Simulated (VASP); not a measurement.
Data:

```xyz
4
Lattice="4.3912 0.0000 0.0000 -2.1956 3.8029 0.0000 0.0000 0.0000 7.1801" Properties=species:S:1:pos:R:3 pbc="T T T"
Cd     2.1956     1.2676     3.4734
Cd     4.3912     0.0000     0.1074
Te    -2.1956     3.8029     4.5094
Se     2.1956     1.2676     0.8706
```

Method: LDA (Ceperley-Alder, Perdew-Zunger), VASP's LDA PAW potentials (set 64) (plane waves; VASP). Numerical set-up: 400 eV cut-off, 13×13×7 Γ-centred mesh, Gaussian smearing of 0.010 eV, potentials Cd Te Se.

Task: Predict the energy per atom (σ→0).

Result: 
energy per atom (σ→0): -3.181 eV/atom

The structure comes from a computed database's Cd2TeSe entry (P3m1); how it stands against other phases isn't given here. It was relaxed first, which changed the volume by -7 %.
